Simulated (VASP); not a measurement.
# Y3F (P6/mmm) in VASP: notebook

Aim: see how the results for Y3F move with the level of theory and the settings. Levels: BLYP, BLYP+D3, BLYP+D3(BJ). Tasks: relaxation of cell and atoms.

Program: VASP 6.6.1. These are calculated values, not measurements. Logs are shortened: lines on timing, memory, paths and dates and some standing lists are left out, and cuts for length are marked.

## (1) The structure

Symmetry: P6/mmm, No. 191, hexagonal system. The conventional cell has a = 6.267 Å, b = 6.267 Å, c = 3.362 Å, α = 90.00°, β = 90.00°, γ = 120.00°. Y (site symmetry mmm) has 6 Y at 3.13 to 3.36 Å and 2 F at 3.13 Å as nearest neighbours. Around F (site symmetry 6/mmm) lie 6 Y at 3.13 Å and 2 F at 3.36 Å.

The cell was built by a generator and needn't be a form met in nature.

## (2) Relaxation of cell and atoms, BLYP

File INCAR:

```
SYSTEM = Y3F
PREC = Accurate ; ENCUT = 600
EDIFF = 1E-7 ; ISMEAR = -1
SIGMA = 0.05 ; LREAL = .FALSE.
LASPH = .TRUE. ; NELM = 60
ALGO = Fast ; ISIF = 3
LWAVE = .FALSE. ; LCHARG = .FALSE.
GGA = B5 ; ALDAX = 1.0
AGGAX = 1.0 ; AGGAC = 1.0
ALDAC = 0.0 ; IBRION = 2
NSW = 60 ; EDIFFG = -0.01
```

File KPOINTS:

```
regular mesh
0
G
  4 4 6
  0 0 0
```

File POSCAR:

```
Y3F
1.0
    6.2666500000      0.0000000000      0.0000000000
   -3.1333300000      5.4270800000      0.0000000000
    0.0000000000      0.0000000000      3.3619900000
Y F
3 1
Direct
    0.5000000000      0.0000000000      0.0000000000
    0.0000000000      0.5000000000      0.0000000000
    0.5000000000      0.5000000000      0.0000000000
    0.0000000000      0.0000000000      0.0000000000
```

Potentials or basis: VASP PAW PBE potentials, release 64 (Y_sv, F).

Started as:

```
> cat potpaw_PBE.64/Y_sv/POTCAR potpaw_PBE.64/F/POTCAR > POTCAR
> mpirun -np 1 vasp_std > vasp.out
```

OUTCAR:

```text
SYSTEM = Y3F
   PREC = Accurate
   ENCUT = 600
   EDIFF = 1E-7
   ISMEAR = -1
   LREAL = .FALSE.
   LASPH = .TRUE.
   NELM = 60
   ISIF = 3
   GGA = B5
   IBRION = 2
   NSW = 60
   EDIFFG = -0.01

 ion  position               nearest neighbor table
   1  0.500  0.000  0.000-   2 3.13   2 3.13   3 3.13   3 3.13
   2  0.000  0.500  0.000-   1 3.13   1 3.13   3 3.13   3 3.13
   3  0.500  0.500  0.000-   2 3.13   2 3.13   1 3.13   1 3.13
   4  0.000  0.000  0.000-

  LATTYP: Found a hexagonal cell.
 ALAT       =     6.2666500000
 C/A-ratio  =     0.5364891928

  Lattice vectors:

 A1 = (   6.2666500000,   0.0000000000,   0.0000000000)
 A2 = (  -3.1333300000,   5.4270800000,   0.0000000000)
 A3 = (   0.0000000000,   0.0000000000,   3.3619900000)

Analysis of symmetry for initial positions (statically):
=====================================================================
 Subroutine PRICEL returns:
 Original cell was already a primitive cell.

 Routine SETGRP: Setting up the symmetry group for a
 hexagonal supercell.

 Subroutine GETGRP returns: Found 24 space group operations
 (whereof 24 operations were pure point group operations)
 out of a pool of 24 trial point group operations.

The static configuration has the point symmetry D_6h.

Analysis of symmetry for dynamics (positions and initial velocities):
=====================================================================
 Subroutine PRICEL returns:
 Original cell was already a primitive cell.

 Routine SETGRP: Setting up the symmetry group for a
 hexagonal supercell.

 Subroutine GETGRP returns: Found 24 space group operations
 (whereof 24 operations were pure point group operations)
 out of a pool of 24 trial point group operations.

The dynamic configuration has the point symmetry D_6h.

 Subroutine INISYM returns: Found 24 space group operations
 (whereof 24 operations are pure point group operations),
 and found     1 'primitive' translations

----------------------------------------------------------------------------------------

                                     Primitive cell

  volume of cell :     114.3400

  direct lattice vectors                    reciprocal lattice vectors
     6.266650000  0.000000000  0.000000000     0.159574892  0.092130722  0.000000000
    -3.133330000  5.427080000  0.000000000     0.000000000  0.184261150  0.000000000
     0.000000000  0.000000000  3.361990000     0.000000000  0.000000000  0.297442884

  length of vectors
     6.266650000  6.266654148  3.361990000     0.184261272  0.184261150  0.297442884

  position of ions in fractional coordinates (direct lattice)
     0.500000000  0.000000000  0.000000000
     0.000000000  0.500000000  0.000000000
     0.500000000  0.500000000  0.000000000
     0.000000000  0.000000000  0.000000000

  ion indices of the primitive-cell ions
   primitive index   ion index
                 1           1
                 2           2
                 3           3
                 4           4

----------------------------------------------------------------------------------------

 KPOINTS: regular mesh

Automatic generation of k-mesh.
 Grid dimensions read from file:
 generate k-points for:    4    4    6

 Generating k-lattice:

  Cartesian coordinates                     Fractional coordinates (reciprocal lattice)
     0.039893723  0.023032680  0.000000000     0.250000000  0.000000000  0.000000000
     0.000000000  0.046065287  0.000000000     0.000000000  0.250000000  0.000000000
     0.000000000  0.000000000  0.049573814     0.000000000  0.000000000  0.166666667

  Length of vectors
     0.046065318  0.046065287  0.049573814

  Shift w.r.t. Gamma in fractional coordinates (k-lattice)
     0.000000000  0.000000000  0.000000000

 Subroutine IBZKPT returns following result:
 ===========================================

 Found     16 irreducible k-points:

 Following reciprocal coordinates:
            Coordinates               Weight
  0.000000  0.000000  0.000000      1.000000
  0.250000  0.000000  0.000000      6.000000
  0.500000  0.000000  0.000000      3.000000
  0.250000  0.250000  0.000000      6.000000
  0.000000  0.000000  0.166667      2.000000
  0.250000  0.000000  0.166667     12.000000
[... 8 lines left out ...]
  0.500000  0.000000  0.500000      3.000000
  0.250000  0.250000  0.500000      6.000000
   k-points           NKPTS =     16   k-points in BZ     NKDIM =     16   number of bands    NBANDS=     24
   number of dos      NEDOS =    301   number of ions     NIONS =      4
   total plane-waves  NPLWV =  70000
   dimension x,y,z NGX =    50 NGY =   50 NGZ =   28
   dimension x,y,z NGXF=   100 NGYF=  100 NGZF=   56
   ions per type =               3   1
   NGX,Y,Z   is equivalent  to a cutoff of  13.26, 13.26, 13.85 a.u.
   NGXF,Y,Z  is equivalent  to a cutoff of  26.53, 26.53, 27.69 a.u.
 SYSTEM =  Y3F
   PREC   = accura    normal or accurate (medium, high low for compatibility)
   ISTART =      0    job   : 0-new  1-cont  2-samecut
   ICHARG =      2    charge: 1-file 2-atom 10-const
   ISPIN  =      1    spin polarized calculation?
   LNONCOLLINEAR =      F non collinear calculations
   LSORBIT =      F    spin-orbit coupling
   LASPH  =      T    aspherical Exc in radial PAW
   ENCUT  =  600.0 eV  44.10 Ry    6.64 a.u.  12.52 12.52  6.71*2*pi/ulx,y,z
   NELM   =     60;   NELMIN=  2; NELMDL= -5     # of ELM steps
   EDIFF  = 0.1E-06   stopping-criterion for ELM
   LREAL  =      F    real-space projection
   EDIFFG = -.1E-01   stopping-criterion for IOM
   NSW    =     60    number of steps for IOM
   IBRION =      2    ionic relax: 0-MD 1-quasi-New 2-CG
   NFREE  =      1    steps in history (QN), initial steepest desc. (CG)
   ISIF   =      3    stress and relaxation
   ISYM   =      2    0-nonsym 1-usesym 2-fastsym
   POTIM  = 0.5000    time-step for ionic-motion
   TEBEG  =    0.0;   TEEND  =   0.0 temperature during run
   PSTRESS=    0.0 pullay stress
   NELECT =      40.0000    total number of electrons
   NUPDOWN=      -1.0000    fix difference up-down
   EMIN   =  10.00;   EMAX   =-10.00  energy-range for DOS
   EFERMI =   0.00;   METHOD = LEGACY
   ISMEAR =    -1;   SIGMA  =   0.05  broadening in eV -4-tet -1-fermi 0-gaus
   EFERMI_NEDOS =   21; number of points for ismear=-14 and -15
   IALGO  =     68    algorithm
   IMIX   =      4    mixing-type and parameters
     AMIX     =   0.40;   BMIX     =  1.00
     AMIX_MAG =   1.60;   BMIX_MAG =  1.00
  volume/ion in A,a.u.               =      28.58       192.90
  Fermi-wavevector in a.u.,A,eV,Ry     =   1.153530  2.179855 18.104332  1.330631
  Thomas-Fermi vector in A             =   2.290173
   LORBIT       =      0    0 simple, 1 ext, 2 COOP (PROOUT), +10 PAW based schemes
   GGA     = B5    functional components
   LHFCALC =     F    Hartree Fock is set to
   AEXX    =    0.0000 exact exchange contribution
   IVDW    =     0    specifies the selected vdW correction
   LEPSILON=     F    determine dielectric tensor
   LRPA    =     F    only Hartree local field effects (RPA)
 conjugate gradient relaxation of ions
 non-spin polarized calculation
 RMM-DIIS sequential band-by-band and
  energy-cutoff  :      600.00
  volume of cell :      114.34
 maximum number of plane-waves:      3842
   NGX = 25   NGY = 25   NGZ = 13

--------------------------------------- Ionic step        1  -------------------------------------------

 number of electron      40.0000001 magnetization

 Free energy of the ion-electron system (eV)
  ---------------------------------------------------
  ext. energy  EPLUGINS =         0.00000000
  ---------------------------------------------------
  free energy    TOTEN  =       -19.17064740 eV

  energy without entropy =      -19.11653050  energy(sigma->0) =      -19.14358895

------------------------ aborting loop because EDIFF is reached ----------------------------------------

  FORCE on cell =-STRESS in cart. coord.  units (eV):
  Direction    XX          YY          ZZ          XY          YZ          ZX
  --------------------------------------------------------------------------------------
  -------------------------------------------------------------------------------------
  Total        0.9231949      0.9231956      0.6694143     -0.0000009      0.0000000      0.0000000
  in kB       12.9361762     12.9361852      9.3801009     -0.0000119      0.0000000      0.0000000
  external PRESSURE =      11.7508208 kB  Pullay stress =       0.0000000 kB

 VOLUME and BASIS-vectors are now :
 -----------------------------------------------------------------------------
  energy-cutoff  :      600.00
  volume of cell :      114.34
      direct lattice vectors                 reciprocal lattice vectors
     6.266650000  0.000000000  0.000000000     0.159574892  0.092130722  0.000000000
    -3.133330000  5.427080000  0.000000000     0.000000000  0.184261150  0.000000000
     0.000000000  0.000000000  3.361990000     0.000000000  0.000000000  0.297442884
[... 115 lines left out ...]
 POSITION                                       TOTAL-FORCE (eV/Angst)
 -----------------------------------------------------------------------------------
      3.18016     -0.00000      0.00000        -0.000000      0.000000      0.000000
      4.77023      2.75410     -0.00000         0.000000      0.000000      0.000000
      1.59008      2.75410     -0.00000        -0.000000      0.000000      0.000000
      6.36031     -0.00000      0.00000        -0.000000      0.000000      0.000000
 -----------------------------------------------------------------------------------
    total drift:                                0.000000     -0.000000     -0.000000

  FREE ENERGIE OF THE ION-ELECTRON SYSTEM (eV)
  ---------------------------------------------------
  free  energy   TOTEN  =       -19.1878362986 eV

  energy  without entropy=      -19.1273655376  energy(sigma->0) =      -19.15760092

--------------------------------------- Ionic step        5  -------------------------------------------

 number of electron      39.9999997 magnetization

 Free energy of the ion-electron system (eV)
  ---------------------------------------------------
  ext. energy  EPLUGINS =         0.00000000
  ---------------------------------------------------
  free energy    TOTEN  =       -19.18789759 eV

  energy without entropy =      -19.12719123  energy(sigma->0) =      -19.15754441

 E-fermi :   2.7295     XC(G=0):  -8.3795

 val. band max:        2.7218638202   @ k =   0.0000   0.0000   0.0000
 cond. band min:       2.7495864802   @ k =   0.2500   0.2500   0.0000
 fundamental gap:      0.0277226600
 Fermi energy:         2.7295243223

 k-point     1 :       0.0000    0.0000    0.0000
  band No.  band energies     occupation
      1     -40.3212      2.00000
      2     -40.1863      2.00000
      3     -40.1863      2.00000
      4     -20.9520      2.00000
      5     -20.6961      2.00000
      6     -20.6961      2.00000
[... 16 lines left out ...]
     23       2.9322      0.03415
     24       4.2420      0.00000
[... 425 lines left out ...]
 POSITION                                       TOTAL-FORCE (eV/Angst)
 -----------------------------------------------------------------------------------
     -0.00001      5.50656      3.40163         0.000000     -0.000000      0.000000
     -1.58961      2.75328     -0.00000         0.000000     -0.000000      0.000000
      1.58960      2.75328     -0.00000        -0.000000      0.000000      0.000000
     -3.17922      5.50656      3.40163         0.000000      0.000000      0.000000
 -----------------------------------------------------------------------------------
    total drift:                               -0.000000      0.000000      0.000000

  FREE ENERGIE OF THE ION-ELECTRON SYSTEM (eV)
  ---------------------------------------------------
  free  energy   TOTEN  =       -19.1878975889 eV

  energy  without entropy=      -19.1271912279  energy(sigma->0) =      -19.15754441

 reached required accuracy - stopping structural energy minimisation
```

It took 8.5 min on 1 thread of AMD EPYC 9R14 (Zen 4), shared host; peak memory 0.26 GiB.

What came out:

| Item | Value |
| --- | --- |
| Free energy | -19.1879 eV |
| Relaxed volume | 29.78 Å³/atom |
| Relaxed cell | a = 6.358 Å, b = 6.358 Å, c = 3.402 Å, α = 90.00°, β = 90.00°, γ = 120.00° |
| Space group after relaxing (to 0.05 Å) | P6/mmm (No. 191) |
| Energy gained by relaxing | 4.3 meV/atom |
| Ionic steps | 5 |
| Pressure after relaxing | 0.0 GPa |
| Band gap on the k mesh | none (metal or under the smearing width) |

The path:
```tsv
step	energy change (eV)	largest force (eV/Å)	pressure (GPa)	volume (Å³)
1	0.0000	0.0000	1.18	114.34
2	-0.0161	0.0000	0.28	117.84
3	-0.0172	0.0000	0.02	118.97
4	-0.0172	0.0000	0.00	119.06
5	-0.0173	0.0000	0.00	119.10
```

Final structure:
```
Y F
1.0
     6.35843    0.00000    0.00000
    -3.17922    5.50656    0.00000
     0.00000    0.00000    3.40163
Y F
3 1
Direct
  0.50000 0.00000 0.00000
  0.00000 0.50000 0.00000
  0.50000 0.50000 0.00000
  0.00000 0.00000 0.00000
```

Levels at points of the mesh, in eV from the Fermi level:
```tsv
k point	band 18	band 19	band 20	band 21	band 22	band 23
(0.00, 0.00, 0.00)	-1.14	-1.07	-1.07	-0.01	0.20	0.20
(0.50, 0.00, 0.00)	-1.83	-0.39	-0.38	0.18	0.60	0.89
(0.00, 0.00, 0.50)	-1.90	-0.57	-0.57	-0.09	-0.09	0.58
(0.50, 0.00, 0.50)	-0.74	-0.59	-0.23	0.26	0.91	1.08
```

Caveat: the PAW data sets were made with another functional, which shifts forces and pressure a little.

## (3) Relaxation of cell and atoms, BLYP+D3

INCAR: that of step 2 with these lines changed.

```diff
@@ -9,3 +9,6 @@
 AGGAX = 1.0 ; AGGAC = 1.0
-ALDAC = 0.0 ; IBRION = 2
-NSW = 60 ; EDIFFG = -0.01
+ALDAC = 0.0 ; IVDW = 11
+VDW_S6 = 1.0 ; VDW_S8 = 1.682
+VDW_SR = 1.094 ; VDW_SR8 = 1.0
+IBRION = 2 ; NSW = 60
+EDIFFG = -0.01
```

KPOINTS is that of step 2.

POSCAR is that of step 2.

Potentials or basis: VASP PAW PBE potentials, release 64 (Y_sv, F).

Started as:

```
> cat potpaw_PBE.64/Y_sv/POTCAR potpaw_PBE.64/F/POTCAR > POTCAR
> mpirun -np 1 vasp_std > vasp.out
```

It took 8.5 min on 1 thread of AMD EPYC 9R14 (Zen 4), shared host; peak memory 0.27 GiB.

The run converged. Its results:

```
Free energy                            : -20.8610 eV
Relaxed volume                         : 27.82 Å³/atom
Relaxed cell                           : a = 6.184 Å, b = 6.184 Å, c = 3.360 Å, α = 90.00°, β = 90.00°, γ = 120.00°
Space group after relaxing (to 0.05 Å) : P6/mmm (No. 191)
Energy gained by relaxing              : 2.6 meV/atom
Ionic steps                            : 5
Pressure after relaxing                : 0.0 GPa
Band gap on the k mesh                 : none (metal or under the smearing width)
Dispersion energy per atom             : -0.432 eV
```

Step by step:
```csv
step,energy change (eV),largest force (eV/Å),pressure (GPa),volume (Å³)
1,0.0000,0.0000,-0.77,114.34
2,-0.0095,0.0000,-0.21,112.07
3,-0.0103,0.0000,0.06,111.12
4,-0.0103,0.0000,0.03,111.18
5,-0.0105,0.0000,0.00,111.29
```

Final structure:
```
Y F
1.0
     6.18419    0.00000    0.00000
    -3.09210    5.35567    0.00000
     0.00000    0.00000    3.36021
Y F
3 1
Direct
  0.50000 0.00000 0.00000
  0.00000 0.50000 0.00000
  0.50000 0.50000 0.00000
  0.00000 0.00000 0.00000
```

Levels at points of the mesh, in eV from the Fermi level:
| k point | band 16 | band 17 | band 18 | band 19 | band 20 | band 21 | band 22 | band 23 | band 24 |
| --- | --- | --- | --- | --- | --- | --- | --- | --- | --- |
| (0.00, 0.00, 0.00) | -3.91 | -3.77 | -1.28 | -1.04 | -1.04 | -0.03 | 0.28 | 0.28 | 1.64 |
| (0.50, 0.00, 0.00) | -3.78 | -2.63 | -1.73 | -0.43 | -0.24 | 0.26 | 0.77 | 1.01 | 1.19 |
| (0.00, 0.00, 0.50) | -4.48 | -2.17 | -1.91 | -0.66 | -0.66 | -0.12 | -0.12 | 0.62 | 0.69 |
| (0.50, 0.00, 0.50) | -4.55 | -1.50 | -0.70 | -0.60 | -0.26 | 0.26 | 1.00 | 1.16 | 1.58 |

Caveat: the PAW data sets were made with another functional, which shifts forces and pressure a little; pairwise dispersion overbinds metals, which lowers pressure and volume.

## (4) Relaxation of cell and atoms, BLYP+D3(BJ)

INCAR: that of step 3 with these lines changed.

```diff
@@ -9,5 +9,5 @@
 AGGAX = 1.0 ; AGGAC = 1.0
-ALDAC = 0.0 ; IVDW = 11
-VDW_S6 = 1.0 ; VDW_S8 = 1.682
-VDW_SR = 1.094 ; VDW_SR8 = 1.0
+ALDAC = 0.0 ; IVDW = 12
+VDW_S6 = 1.0 ; VDW_S8 = 2.6996
+VDW_A1 = 0.4298 ; VDW_A2 = 4.2359
 IBRION = 2 ; NSW = 60
```

KPOINTS is that of step 3.

POSCAR is that of step 3.

Started as:

```
> cat potpaw_PBE.64/Y_sv/POTCAR potpaw_PBE.64/F/POTCAR > POTCAR
> mpirun -np 1 vasp_std > vasp.out
```

Run time: 10 min. Hardware: 1 thread of AMD EPYC 9R14 (Zen 4), shared host; peak memory 0.27 GiB.

Results (log left out):

```
Free energy                            : -21.6330 eV
Relaxed volume                         : 26.22 Å³/atom
Relaxed cell                           : a = 6.103 Å, b = 6.103 Å, c = 3.251 Å, α = 90.00°, β = 90.00°, γ = 120.00°
Space group after relaxing (to 0.05 Å) : P6/mmm (No. 191)
Energy gained by relaxing              : 18.0 meV/atom
Ionic steps                            : 6
Pressure after relaxing                : 0.0 GPa
Band gap on the k mesh                 : none (metal or under the smearing width)
Dispersion energy per atom             : -0.654 eV
```

Step by step:
| step | energy change (eV) | largest force (eV/Å) | pressure (GPa) | volume (Å³) |
| --- | --- | --- | --- | --- |
| 1 | 0.0000 | 0.0000 | -2.30 | 114.34 |
| 2 | -0.0652 | 0.0000 | -0.76 | 107.68 |
| 3 | -0.0715 | 0.0000 | -0.02 | 105.11 |
| 4 | -0.0715 | 0.0000 | 0.04 | 104.93 |
| 5 | -0.0720 | 0.0000 | 0.03 | 104.89 |
| 6 | -0.0720 | 0.0000 | 0.03 | 104.88 |

Final structure:
```xyz
4
Lattice="6.1035 0.0000 0.0000 -3.0517 5.2857 0.0000 0.0000 0.0000 3.2508" Properties=species:S:1:pos:R:3 pbc="T T T"
Y     3.0517    0.0000    0.0000
Y    -1.5259    2.6429    0.0000
Y     1.5259    2.6429    0.0000
F     6.1035    0.0000    0.0000
```

Levels at points of the mesh, in eV from the Fermi level:
```csv
k point,band 18,band 19,band 20,band 21,band 22,band 23
"(0.00, 0.00, 0.00)",-1.36,-1.07,-1.07,-0.07,0.23,0.23
"(0.50, 0.00, 0.00)",-1.72,-0.48,-0.26,0.28,0.82,1.03
"(0.00, 0.00, 0.50)",-1.82,-0.82,-0.82,-0.05,-0.05,0.73
"(0.50, 0.00, 0.50)",-0.64,-0.58,-0.33,0.16,1.07,1.14
```

Caveat: the PAW data sets were made with another functional, which shifts forces and pressure a little; pairwise dispersion overbinds metals, which lowers pressure and volume.

## (5) Overview

```csv
level,gap on the mesh (eV),pressure (GPa),relaxed volume (Å³/atom)
BLYP,none,0.0,29.78
BLYP+D3,none,0.0,27.82
BLYP+D3(BJ),none,0.0,26.22
```

Alike in all rows: task relaxation of cell and atoms; potentials or basis VASP PAW PBE potentials, release 64 (Y_sv, F); no spin polarisation; cell relaxed; k mesh 4 × 4 × 6; cutoff (eV) 600; smearing fermi-dirac 0.05 eV.

Caveats: the PAW data sets were made with another functional, which shifts forces and pressure a little; pairwise dispersion overbinds metals, which lowers pressure and volume (some runs).

Absolute energies hang on the potentials; compare differences alone.
